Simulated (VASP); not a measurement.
An input for Ansatz (written as the equivalent of a VASP run, and not itself run):

Ansatz 0.2 input:
```yaml
crystal:
  lattice:
    - [0.0000000, 2.7593369, 2.7593369]
    - [2.7593369, 0.0000000, 2.7593369]
    - [2.7593369, 2.7593369, 0.0000000]
  atoms:
    - { symbol: Sn, position: [0.5000000, 0.5000000, 0.5000000] }
    - { symbol: P, position: [0.0000000, 0.0000000, 0.0000000] }
kpoints:
  mp_grid: { grid: [10, 10, 10] }
hamiltonian:
  xc: pbesol
  pseudopotentials: { kind: paw }
scf:
  occupations: { method: methfessel_paxton, width: 0.1 }
  max_iter: 100
output: { forces: true, stress: true, eigenvalues: true }
```

Task: Translate this input to VASP (INCAR, KPOINTS, POSCAR, choice of POTCAR).

Result: This is not unique; one that fits is 
**KPOINTS**
```
Automatic mesh
0
Gamma
10 10 10
0 0 0
```

POSCAR:
```
SnP
1
    0.0000000000     2.7593368809     2.7593368809
    2.7593368809     0.0000000000     2.7593368809
    2.7593368809     2.7593368809     0.0000000000
Sn P
1 1
Direct
  0.5000000000   0.5000000000   0.5000000000
  0.0000000000   0.0000000000   0.0000000000
```

INCAR:
```
ALGO = Normal
EDIFF = 1E-7
ENCUT = 480
GGA = PS
ISIF = 2
ISMEAR = 1
LASPH = .TRUE.
LCHARG = .FALSE.
LMAXMIX = 4
LREAL = .FALSE.
LWAVE = .FALSE.
NELM = 100
PREC = Accurate
SIGMA = 0.1
SYSTEM = SnP
```

POTCAR, in this order: Sn_d P (PBE.64 set). Program: vasp_std.

What does not carry over: each code has its own PAW files, so the cut-off isn't converted (ENCUT is set for VASP's; basis.ecutwfc is left out, and Ansatz then takes the one that its files recommend); Ansatz stops its SCF on the density residual and VASP on the energy change (EDIFF).

The structure comes from a computed database's SnP entry (Fm-3m); how it stands against other phases isn't given here. It was relaxed first.
